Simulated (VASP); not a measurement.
Li:

```
Li
1.0
     0.00000    2.20200    2.20200
     2.20200    0.00000    2.20200
     2.20200    2.20200    0.00000
Li
1
Direct
  0.00000 0.00000 0.00000
```

This isn't the form of Li at room conditions, which is bcc.

The cell isn't the ideal one: cell and atoms relaxed from 1.0 times the given volume.

| Quantity | Value |
| --- | --- |
| Program | VASP 6.6.1 |
| Task | relaxation of cell and atoms |
| Functional | LDA |
| Potentials or basis | VASP PAW LDA potentials, release 64 (Li_sv) |
| Cutoff | 600 eV |
| k mesh | 13 × 13 × 13 |
| Occupations | fermi-dirac, width 0.05 eV |
| Spin | no spin polarisation |

At the start: pressure -1.6 GPa; volume 21.35 Å³/atom.

Task: How do energy, volume and symmetry change on relaxing?

Result: Over 5 steps the energy falls by 14.4 meV/atom and the volume is 18.71 Å³/atom (-12.4 %); space group Fm-3m (No. 225, to 0.05 Å).

The path:
```tsv
step	energy change (eV)	largest force (eV/Å)	pressure (GPa)	volume (Å³)
1	0.0000	0.0000	-1.58	21.35
2	-0.0058	0.0000	-1.28	20.71
3	-0.0137	0.0000	-0.41	19.25
4	-0.0144	0.0000	0.05	18.65
5	-0.0144	0.0000	-0.01	18.71
```

Final structure:
```
CELL_PARAMETERS angstrom
0.00000 2.10702 2.10702
2.10702 0.00000 2.10702
2.10702 2.10702 0.00000
ATOMIC_POSITIONS crystal
Li 0.00000 0.00000 0.00000
```

Caveat: the cutoff is under 1.25 times the usual one of these potentials, so pressure, stress and relaxed cells hold a basis-set (Pulay) error.
